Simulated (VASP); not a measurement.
```
CELL_PARAMETERS angstrom
      2.18723    -3.78839     0.00000
      2.18723     3.78839     0.00000
      0.00000     0.00000     7.12990
ATOMIC_POSITIONS crystal
  Cd 0.66667 0.33333 0.49999
  Cd 0.33333 0.66667 0.99999
  Se 0.66667 0.33333 0.87601
  Se 0.33333 0.66667 0.37601
```

These are r2SCAN+rVV10, VASP's PBE PAW potentials (set 64) (plane waves; VASP 6.6.1) values and carry that method's errors. Numerical set-up: 520 eV cut-off, 6×6×3 Γ-centred mesh, Gaussian smearing of 0.050 eV, potentials Cd Se.

Question: Give the stress tensor in GPa (positive for a compressed cell).

Answer: 
```
-1.59   0.00   0.00
 0.00  -1.59   0.00
 0.00   0.00  -1.57
```
The pressure is its mean diagonal, -1.59 GPa.

The compound is CdSe in the wurtzite structure. This cell is one point of a volume scan, at 1.03 of the reference volume.
